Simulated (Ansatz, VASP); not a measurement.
**NaI in two plane-wave programs**

Wanted: the spread between two codes on one cell, functional and k mesh. The cell is taken from a series of runs on this material, whose earlier steps may have relaxed, scaled, displaced or heated it; both programs get it as it stands.

Main program and level: Ansatz 0.2.0; plane waves, with VASP 6.6.1 beside it; relaxation of cell and atoms at LDA, spin-orbit coupling.

## Step 1: The structure

Symmetry: Fm-3m, No. 225, cubic system. The conventional cell has a = 6.261 Å, b = 6.261 Å, c = 6.261 Å, α = 90.00°, β = 90.00°, γ = 90.00°. Nearest to Na lie 6 I at 3.13 Å. I has 6 Na at 3.13 Å nearest. Farther neighbours and most contacts between anions are not listed.

## Step 2: VASP: relaxation of cell and atoms, LDA, spin-orbit coupling

The relaxed volume is the usual yardstick between codes: in a stiff, nearly cubic crystal its relative difference is about their pressure difference at one cell divided by the bulk modulus.

Lines of VASP's logs that name or quote its potential files are left out, and so is its time.

Input file INCAR:

```
SYSTEM = NaI
PREC = Accurate
ENCUT = 500
EDIFF = 1E-07
NELM = 200
ISMEAR = 0
SIGMA = 0.01
LREAL = .FALSE.
ALGO = Normal
GGA = CA
LNONCOLLINEAR = .TRUE.
MAGMOM = 0 0 0 0 0 0
NBANDS = 26
GGA_COMPAT = .FALSE.
LASPH = .TRUE.
LSORBIT = .TRUE.
LORBIT = 11
LWAVE = .FALSE.
LCHARG = .FALSE.
ISIF = 3
IBRION = 2
NSW = 80
EDIFFG = -0.005
NELMIN = 4
EFERMI = MIDGAP
```

Input file POSCAR:

```
NaI
1.0
    0.0000000000      3.1305430000      3.1305430000
    3.1305430000      0.0000000000      3.1305430000
    3.1305430000      3.1305430000      0.0000000000
Na I
1 1
Direct
    0.0000000000      0.0000000000      0.0000000000
    0.5000000000      0.5000000000      0.5000000000
```

Input file KPOINTS:

```
Automatic mesh
0
Gamma
6 6 6
0 0 0
```

Potentials, in the order of the species: Na_pv and I (LDA family, release 64).

Started as:

```bash
$ mpirun -np 1 vasp_ncl
```

Numbers of over 12 decimals in the logs are rounded to 6 here.

The log of the run:

```text
[banner, memory and clock lines left out]
running    1 mpi-ranks, on    1 nodes
 distrk:  each k-point on    1 cores,    1 groups
 distr:  one band on    1 cores,    1 groups

 POSCAR found type information on POSCAR NaI
 POSCAR found :  2 types and       2 ions
 LDA part: xc-table for (Slater(with rela. corr.)+CA(PZ))
 , standard interpolation
 POSCAR, INCAR and KPOINTS ok, starting setup
 FFT: planning ... GRIDC
 FFT: planning ... GRID_SOFT
 FFT: planning ... GRID
 WAVECAR not read
 entering main loop
       N       E                     dE             d eps       ncg     rms          rms(c)
DAV:   1     0.106859793597E+03    0.10686E+03   -0.61853E+03   856   0.975E+02
DAV:   2     0.387201781289E+01   -0.10299E+03   -0.97180E+02   892   0.258E+02
DAV:   3    -0.590600135087E+01   -0.97780E+01   -0.96871E+01  1074   0.850E+01
DAV:   4    -0.620529151362E+01   -0.29929E+00   -0.29901E+00  1008   0.150E+01
DAV:   5    -0.621383603960E+01   -0.85445E-02   -0.85440E-02  1118   0.239E+00    0.370E+00
DAV:   6    -0.615872822768E+01    0.55108E-01   -0.50899E-02  1000   0.171E+00    0.228E+00
DAV:   7    -0.614739557944E+01    0.11333E-01   -0.18070E-02  1050   0.787E-01    0.161E+00
DAV:   8    -0.614585586955E+01    0.15397E-02   -0.59337E-03  1038   0.541E-01    0.350E-01
DAV:   9    -0.614549696157E+01    0.35891E-03   -0.96770E-04   888   0.258E-01    0.773E-02
DAV:  10    -0.614550072699E+01   -0.37654E-05   -0.55076E-05  1004   0.502E-02    0.410E-02
DAV:  11    -0.614550046298E+01    0.26401E-06   -0.33883E-06  1100   0.265E-02    0.162E-02
DAV:  12    -0.614550065426E+01   -0.19128E-06   -0.15759E-06   984   0.128E-02    0.273E-03
DAV:  13    -0.614550060897E+01    0.45292E-07   -0.69820E-08   730   0.350E-03
   1 F= -.61455006E+01 E0= -.61455006E+01  d E =-.614550E+01  mag=    -0.0000     0.0000    -0.0000
 curvature:   0.00 expect dE= 0.000E+00 dE for cont linesearch  0.000E+00
 trial: gam= 0.00000 g(F)=  0.152E-61 g(S)=  0.346E-04 ort = 0.000E+00 (trialstep = 0.100E+01)
 search vector abs. value=  0.346E-04
 bond charge predicted
       N       E                     dE             d eps       ncg     rms          rms(c)
DAV:   1    -0.614570481690E+01   -0.20416E-03   -0.36274E-03  1070   0.808E-01    0.776E-02
DAV:   2    -0.614556656361E+01    0.13825E-03   -0.16068E-04   994   0.135E-01    0.395E-02
DAV:   3    -0.614552621666E+01    0.40347E-04   -0.77774E-05  1026   0.815E-02    0.200E-02
DAV:   4    -0.614552481116E+01    0.14055E-05   -0.18150E-06   986   0.116E-02    0.142E-02
DAV:   5    -0.614552402235E+01    0.78882E-06   -0.18860E-07   888   0.486E-03    0.812E-03
DAV:   6    -0.614552371109E+01    0.31126E-06   -0.60552E-08   596   0.285E-03    0.795E-04
DAV:   7    -0.614552371274E+01   -0.16521E-08   -0.13201E-08   432   0.128E-03
   2 F= -.61455237E+01 E0= -.61455237E+01  d E =-.231038E-04  mag=    -0.0000     0.0000    -0.0000
 trial-energy change:   -0.000023  1 .order   -0.000023   -0.000035   -0.000012
 step:   1.5356(harm=  1.5356)  dis= 0.00000  next Energy=    -6.145527 (dE=-0.265E-04)
 reached required accuracy - stopping structural energy minimisation
```

From OUTCAR (step 2):

```text
ion  position               nearest neighbor table
   1  0.000  0.000  0.000-   2 3.13   2 3.13   2 3.13   2 3.13   2 3.13   2 3.13
   2  0.500  0.500  0.500-   1 3.13   1 3.13   1 3.13   1 3.13   1 3.13   1 3.13

  LATTYP: Found a face centered cubic cell.
 ALAT       =     6.2610860000

 Subroutine GETGRP returns: Found 48 space group operations
 (whereof 48 operations were pure point group operations)

The static configuration has the point symmetry O_h .

 Found     16 irreducible k-points:

   k-points           NKPTS =     16   k-points in BZ     NKDIM =     16   number of bands    NBANDS=     26

   dimension x,y,z NGX =    32 NGY =   32 NGZ =   32
   dimension x,y,z NGXF=    64 NGYF=   64 NGZF=   64

   ENCUT  =  500.0 eV  36.75 Ry    6.06 a.u.   8.07  8.07  8.07*2*pi/ulx,y,z

   NELECT =      14.0000    total number of electrons

 k-points in reciprocal lattice and weights: Automatic mesh
   0.00000000  0.00000000  0.00000000       0.005
   0.16666667  0.00000000  0.00000000       0.037
   0.33333333  0.00000000  0.00000000       0.037
   0.50000000  0.00000000  0.00000000       0.019
   0.16666667  0.16666667  0.00000000       0.028
   0.33333333  0.16666667  0.00000000       0.111
   0.50000000  0.16666667  0.00000000       0.111
  -0.33333333  0.16666667  0.00000000       0.111
  -0.16666667  0.16666667  0.00000000       0.056
[...]
-0.33333333  0.33333333  0.16666667       0.111
  -0.33333333  0.50000000  0.16666667       0.056

 average (electrostatic) potential at core
       1 -45.3473       2 -93.3756

 E-fermi :   3.3429

 k-point     1 :       0.0000    0.0000    0.0000
  band No.  band energies     occupation
    ...
     10       0.6027      1.00000
     11       1.7051      1.00000
     12       1.7051      1.00000
     13       1.7051      1.00000
     14       1.7051      1.00000
     15       4.9807      0.00000
     16       4.9807      0.00000
     17       9.1267      0.00000
     18       9.1267      0.00000
     19       9.1267      0.00000
    ...

 k-point     2 :       0.1667    0.0000    0.0000
  band No.  band energies     occupation
    ...
     10       0.1550      1.00000
     11       1.1579      1.00000
     12       1.1579      1.00000
     13       1.6023      1.00000
     14       1.6023      1.00000
     15       5.8729      0.00000
     16       5.8729      0.00000
     17       8.6757      0.00000
     18       8.6757      0.00000
     19       9.3522      0.00000
    ...

 k-point     3 :       0.3333    0.0000    0.0000
  band No.  band energies     occupation
    ...
     10      -0.8817      1.00000
     11       0.8016      1.00000
     12       0.8016      1.00000
     13       1.4145      1.00000
     14       1.4145      1.00000
     15       6.3280      0.00000
     16       6.3280      0.00000
     17       8.9550      0.00000
     18       8.9550      0.00000
     19       8.9937      0.00000
    ...

  Total        0.0076216      0.0076216      0.0076216     -0.0000000      0.0000000      0.0000000
  in kB        0.1986926      0.1986926      0.1986926     -0.0000000      0.0000000      0.0000000
  external PRESSURE =       0.1986926 kB  Pullay stress =       0.0000000 kB

  energy-cutoff  :      500.00
  volume of cell :       61.46
      direct lattice vectors                 reciprocal lattice vectors
     0.000000000  3.132193172  3.132193172    -0.159632555  0.159632555  0.159632555
     3.132193172  0.000000000  3.132193172     0.159632555 -0.159632555  0.159632555
     3.132193172  3.132193172  0.000000000     0.159632555  0.159632555 -0.159632555

 POSITION                                       TOTAL-FORCE (eV/Angst)
 -----------------------------------------------------------------------------------
      0.00000      3.13219      3.13219         0.000000     -0.000000      0.000000
      3.13219      3.13219      3.13219        -0.000000      0.000000     -0.000000
 -----------------------------------------------------------------------------------
    total drift:                               -0.000000     -0.000000     -0.000000

  FREE ENERGIE OF THE ION-ELECTRON SYSTEM (eV)
  ---------------------------------------------------
  free  energy   TOTEN  =        -6.1455237127 eV

  energy  without entropy=       -6.1455237127  energy(sigma->0) =       -6.14552371

 reached required accuracy - stopping structural energy minimisation

 Spin-Orbit-Coupling matrix elements
 Ion:    1  E_soc:     -0.0008039
 Ion:    2  E_soc:     -0.2591758

 total charge
# of ion       s       p       d       tot
------------------------------------------
    1        0.052   5.979   0.000   6.031
    2        1.500   2.856   0.004   4.359
--------------------------------------------------
tot          1.552   8.834   0.004  10.391

 magnetization (x)
# of ion       s       p       d       tot
------------------------------------------
    1        0.000   0.000   0.000   0.000
    2       -0.000   0.000   0.000  -0.000
--------------------------------------------------
tot         -0.000   0.000   0.000  -0.000

 magnetization (y)
# of ion       s       p       d       tot
------------------------------------------
    1        0.000   0.000   0.000   0.000
    2       -0.000   0.000   0.000   0.000
--------------------------------------------------
tot         -0.000   0.000   0.000   0.000

 magnetization (z)
# of ion       s       p       d       tot
------------------------------------------
    1        0.000   0.000   0.000   0.000
    2        0.000   0.000   0.000   0.000
--------------------------------------------------
tot          0.000   0.000   0.000   0.000

[... 3 further parts left out ...]
```

CONTCAR:

```
NaI
   1.00000000000000
     0.0000000000000000    3.1321931715297051    3.1321931715297051
     3.1321931715297051    0.0000000000000000    3.1321931715297051
     3.1321931715297051    3.1321931715297051    0.0000000000000000
  Na              I
     1     1
Direct
     1.0000000000000000    0.0000000000000000    0.0000000000000000
     0.5000000000000000    0.5000000000000000    0.5000000000000000
```

## Step 3: Ansatz: relaxation of cell and atoms, LDA, spin-orbit coupling

Ansatz runs on its fully relativistic PAW (standard-fr) files.

The same cell, functional (in two slightly different forms) and mesh now go to Ansatz, which takes its cutoff from its data sets.

Input file input.yaml:

```yaml
crystal:
  lattice:
    - [0.0, 3.1305431081, 3.1305431081]
    - [3.1305431081, 0.0, 3.1305431081]
    - [3.1305431081, 3.1305431081, 0.0]
  atoms:
    - { symbol: Na, position: [0.0, 0.0, 0.0] }
    - { symbol: I, position: [0.5, 0.5, 0.5] }
kpoints:
  mp_grid: { grid: [6, 6, 6] }
hamiltonian:
  xc: lda
  pseudopotentials: { kind: paw_fr }
scf:
  occupations: { method: fixed }
output:
  forces: true
  stress: true
  eigenvalues: true
magnetization:
  noncollinear: true
  spin_orbit: true
relax:
  adjacent_minimum: "off"
  f_tol: 0.001
  max_steps: 60
  cell: { stress_tol: 0.01 }
```

Started as:

```bash
$ ansatz run input.yaml --threads 8 --pin off --max-ram 16384MiB --backend cpu --events-out ev --progress --plain --runs-dir out
```

The log of the run:

```text
Engine: ansatz 0.2.0, x86_64-unknown-linux-gnu
Pseudopotentials: kind: paw_fr
Pseudopotential: Na, paw_fr, valence charge 9, recommended cutoff 420 eV (normal), Na.paw.azcp#standard-fr
Pseudopotential: I, paw_fr, valence charge 17, recommended cutoff 420 eV (normal), I.paw.azcp#standard-fr
Functional definition: SPW92
  exchange = slater_x
  correlation = pw_c
non-collinear run that drives no moment, with spin-orbit: no starting moment large enough to seed its density (crystal.atoms[].spin), no starting occupations that ask for one, no magnetisation constraint and no magnetic field, so the semilocal B_xc is pinned to zero
Crystal: 2 atoms, lattice volume = 61.361 Å³
Basis set: ecut = 420 eV, 1243 PW (Γ)
Bands: 34, of which v1, the nominal top of the filled ones, is band 26 counted from 1 (25 counted from 0)
Symmetry: 48 space group operations + 48 with time reversal
Magnetic group: BNS 225.117 (UNI 1619), of the structure as read, at distance tolerance 3.9e-5 Å
k-points: 16 of 216
Projection manifold: j_resolved (fully-relativistic pseudo-atomic orbitals)
Non-local potential: Na, projectors of the file, l = 0: 3, l = 1: 4, l = 2: 2
Non-local potential: I, projectors of the file, l = 0: 2, l = 1: 4, l = 2: 4, l = 3: 4
PAW form: soft (Blöchl's): semilocal exchange-correlation on the pseudo side does not see the compensation charge
PAW frozen core: Na, regenerated for the run's functional, and the local potential with it (the file was generated under x = pbe(κ = 0.804, μ = 0.219515), c = pbe(β = 0.066725))
PAW frozen core: I, regenerated for the run's functional, and the local potential with it (the file was generated under x = pbe(κ = 0.804, μ = 0.219515), c = pbe(β = 0.066725))
PAW one-centre angular grid: Na, 110 points (default); XC on 64 Gauss nodes
PAW one-centre angular grid: I, 590 points (default); XC on 64 Gauss nodes
Initial density: superposition of atomic densities (chi_scale 0.1, normalization cell, long waves kept (reshape's long-wave potential 0.00 eV rms))
Initial wavefunctions: pseudopotential atomic-orbital guess
Functional: x = slater, c = lda
SCF iter   1: F=—  HF=-8828.995662 eV  |F-HF|=—  |Δ(HF+E_count)|=         —  Δρ=5.57e-2  dr2=2.00e0  dr2_m=0.00e0 (ungated)  ethr=3.10e-3  |M|=0.00e0 ∫|m|=0.00e0 μB  |m|>n=0.0e0 m-floor=0.0e0 τ_xc=0.0e0  β_m=0.30  ⟨swp⟩=9.2  Hψ=1266  notcnv=0  defer=72
preconditioner: auto → none  [insulator: Δε(μ)=2.348 eV  Ē_g=10.900 eV  n_scr=14 (ndim 8)  ℏωp=13.4 eV  f_vac=0.000  ε∞_Penn≈2.5]
SCF iter   2: F=—  HF=-8828.169819 eV  |F-HF|=—  |Δ(HF+E_count)|=   8.26e-1  Δρ=2.68e-2  dr2=4.52e-1  dr2_m=0.00e0 (ungated)  ethr=3.10e-3  |M|=0.00e0 ∫|m|=0.00e0 μB  |m|>n=0.0e0 m-floor=0.0e0 τ_xc=0.0e0  β_m=0.42  ⟨swp⟩=3.2  Hψ=536  notcnv=0  defer=62
SCF iter   3: F=—  HF=-8827.949060 eV  |F-HF|=—  |Δ(HF+E_count)|=   2.21e-1  Δρ=5.41e-3  dr2=1.78e-2  dr2_m=0.00e0 (ungated)  ethr=1.74e-3  |M|=0.00e0 ∫|m|=0.00e0 μB  |m|>n=0.0e0 m-floor=0.0e0 τ_xc=0.0e0  β_m=0.61  ⟨swp⟩=3.8  Hψ=454  notcnv=0  defer=66
SCF iter   4: F=—  HF=-8827.940916 eV  |F-HF|=—  |Δ(HF+E_count)|=   8.14e-3  Δρ=1.06e-3  dr2=6.44e-4  dr2_m=0.00e0 (ungated)  ethr=6.84e-5  |M|=0.00e0 ∫|m|=0.00e0 μB  |m|>n=0.0e0 m-floor=0.0e0 τ_xc=0.0e0  β_m=0.59  ⟨swp⟩=4.6  Hψ=574  notcnv=0  defer=72
SCF iter   5: F=—  HF=-8827.940812 eV  |F-HF|=—  |Δ(HF+E_count)|=   1.04e-4  Δρ=1.93e-4  dr2=1.58e-5  dr2_m=0.00e0 (ungated)  ethr=2.48e-6  |M|=0.00e0 ∫|m|=0.00e0 μB  |m|>n=0.0e0 m-floor=0.0e0 τ_xc=0.0e0  β_m=0.78  ⟨swp⟩=3.2  Hψ=419  notcnv=0  defer=66
SCF iter   6: F=—  HF=-8827.940819 eV  |F-HF|=—  |Δ(HF+E_count)|=   6.36e-6  Δρ=1.90e-5  dr2=1.17e-7  dr2_m=0.00e0 (ungated)  ethr=6.08e-8  |M|=0.00e0 ∫|m|=0.00e0 μB  |m|>n=0.0e0 m-floor=0.0e0 τ_xc=0.0e0  β_m=0.79  ⟨swp⟩=2.1  Hψ=431  notcnv=0  defer=64
SCF iter   7: F=-8827.940819 eV  HF=-8827.940819 eV  |F-HF|=5.15e-9  |Δ(HF+E_count)|=   1.42e-8  Δρ=2.78e-6  dr2=5.96e-9  dr2_m=0.00e0 (ungated)  ethr=3.85e-10  |M|=0.00e0 ∫|m|=0.00e0 μB  |m|>n=0.0e0 m-floor=0.0e0 τ_xc=0.0e0  ⟨swp⟩=16.6  Hψ=1858  notcnv=0
SCF 1 converged in 7 iterations: F = -8827.940819 eV  dr2 = 5.96e-9
  greatest PAW one-centre occupation: 0.999 electrons in one spin orbital (limit 2), on the Na atom at site 0 (counted from 0), in its partial waves of l = 0
relax step   1: F+E_penalty+E_count = -8827.94081854 eV  Δ(F+E_penalty+E_count) = +0.000e0 eV  max|allowed force component| = 7.659e-30 eV/Å  Δτ_max = 0.0000 Å  P = +0.023 GPa  Ω = 61.361 Å³  (7 SCF iters, dr2 threshold 1.00e-7 eV, accepted)
[...]
relax step   2: F+E_penalty+E_count = -8827.94081755 eV  Δ(F+E_penalty+E_count) = +9.857e-7 eV  max|allowed force component| = 1.473e-29 eV/Å  Δτ_max = 0.0000 Å  P = +0.009 GPa  Ω = 61.402 Å³  energy of the carried Pulay correction = -5.235e-6 eV  (4 SCF iters, dr2 threshold 1.37e-9 eV, accepted)
[...]
relax step   3: F+E_penalty+E_count = -8827.94081755 eV  Δ(F+E_penalty+E_count) = -3.038e-10 eV  max|allowed force component| = 1.709e-29 eV/Å  Δτ_max = 0.0000 Å  P = +0.009 GPa  Ω = 61.402 Å³  stress off target by 9.39e-3 GPa  SCF on the basis re-selected at this cell (its energy is not comparable with the rows above)  (5 SCF iters)
basis re-selected at this cell: Δ(F+E_penalty+E_count) = -3.038e-10 eV, ΔP = +0.000 GPa vs the last step (what re-selecting the basis moved, of the pressure what is left beyond the Pulay correction that the steps carried, after the strain that the cell walked since its last selection, with what the two solves' SCF thresholds leave and, on support functions, any second-order correction that the steps lacked; it is no  [...]
SCF converged after 5 iterations
Magnetization: |M| = 0.0000 μB,  M = (+0.0000, +0.0000, +0.0000) μB
Absolute magnetization: 0.0000 μB (∫|m|)
  site 0: m = (+0.0000, +0.0000, +0.0000) μB, |m| = 0.0000 μB  (R = 1.29 Å)
  site 1: m = (+0.0000, +0.0000, +0.0000) μB, |m| = 0.0000 μB  (R = 1.29 Å)
Free energy (F): -8827.940818 eV
Harris-Foulkes:  -8827.940818 eV  (|F-HF|=3.64e-12)
Internal energy: -8827.940818 eV  (E = F + TS)
E sigma→0 (E₀):  -8827.940818 eV
Fermi energy:    4.096652 eV
--- Per-component energies (eV) ---
  E_band       = -596.408127
  E_kinetic    = 311.675605
  E_local      = -3229.212967  (includes V_loc(G=0)·N_el)
  E_nonlocal   = 32.380659
  E_hartree    = 1464.948922
  E_xc         = -166.140318
  E_vxc        = -179.159083  (∫ρ·V_xc dr)
  E_paw        = -4908.852444  (= ΣΔE_a)
  E_vpaw       = -461.990232  (= ΣTr[D̂ρ^β])
  E_aug_tail   = 0.000043  (compensation charges beyond the density's cutoff)
  E_ewald      = -2333.669656
  E_core_change = 0.929338  (= ΣΔE_core)
  E_smearing   = -0.000000  (= −TS)
  E_closure    = 0.000000  (closes the sum)
  Σ components = -8827.940818   (vs F -8827.940818, Δ=0.00e0)
--- Forces (eV/Å), atoms counted from 1 ---
  atom   1  Na     0.00000000    -0.00000000    -0.00000000
  atom   2  I      0.00000000    -0.00000000     0.00000000
  max |Σ_I F_I| component: 4.79e-29 eV/Å
--- Stress (GPa, compression-positive) ---
        0.009389      -0.000000      -0.000000
       -0.000000       0.009389      -0.000000
       -0.000000      -0.000000       0.009389
  P = ⅓ Tr σ = 0.0094 GPa (0.094 kbar)
--- Band table (eV; the first three rows and the last of 16) ---
  k-point 0: bands = [... 22 lower, 4.0967, 4.0967, 4.0967, 4.0967, 7.3574, 7.3574, 11.5630, 11.5630, ... 4 higher]
  k-point 1: bands = [... 22 lower, 3.5417, 3.5417, 3.9942, 3.9942, 8.2519, 8.2519, 11.0913, 11.0913, ... 4 higher]
  k-point 2: bands = [... 22 lower, 3.1733, 3.1733, 3.8068, 3.8068, 8.7200, 8.7200, 11.3903, 11.3903, ... 4 higher]
  k-point 15: bands = [... 22 lower, 2.3688, 2.3688, 2.8197, 2.8197, 9.0555, 9.0555, 10.0547, 10.0547, ... 4 higher]
--- Relaxed structure (2 steps of the walk, 2 accepted, 1 SCFs on fresh bases) ---
  F+E_penalty+E_count = -8827.94081755 eV   max|allowed force component| = 1.709e-29 eV/Å   (the final SCF, on the basis selected at the relaxed cell)
  cell:  # Å, volume = 61.4022 Å³
    - [0, 3.131251, 3.131251]
    - [3.131251, 0, 3.131251]
    - [3.131251, 3.131251, 0]
  atoms:
    - { symbol: Na, position: [0, 0, 0] }
    - { symbol: I, position: [0.5, 0.5, 0.5] }
```

## Step 4: Differences

Known differences besides the potentials themselves: spin-orbit coupling enters by fully relativistic files in Ansatz and inside the spheres in VASP; the two LDA forms differ slightly; fixed occupations in Ansatz, narrow Gaussian smearing in VASP; the data sets hold 26 valence electrons in Ansatz (on its fully relativistic PAW (standard-fr) files) and 14 in VASP; the cutoff is 420 eV in Ansatz and 500 eV in VASP; VASP's log shows a relativistic correction to its local exchange, Ansatz's none; Ansatz adds a Pulay correction to the stress that steers its cell, VASP none. Total energies have different zeros and are not compared.

Compared:

| quantity | Ansatz | VASP | difference |
| --- | --- | --- | --- |
| volume (Å³) | 61.40 | 61.46 | -0.09 % |
| edge a after relaxation, in the typed setting (Å) | 4.428 | 4.430 | -0.03 % |

## Step 5: Results

| Item | Value |
| --- | --- |
| difference in volume (relaxation of cell and atoms, LDA, spin-orbit coupling) | -0.090 % |

**Reading.** The difference in volume is -0.090 % (relaxation of cell and atoms, LDA, spin-orbit coupling), within the 1.2 % picked in this series as the mark of a large difference, as far as the stopping tolerances let one tell. The data sets hold unlike numbers of valence electrons (26 in Ansatz and 14 in VASP), so part of the differences comes from the potentials. How closely two codes agree says nothing of how well the functional describes the real material.

[Lines on the potential files, build, host, timing and source positions are cut from VASP's logs without a mark.]

[Logs are printed without paths, hosts, clocks, repeated set-up lines and the standing remarks that a program may print on its own settings, such as how far it seeks lower states.]

[Hosts, paths, dates, database ids (printed as entryN), source tags and the programs' standing remarks are cut or masked in the printed files.]
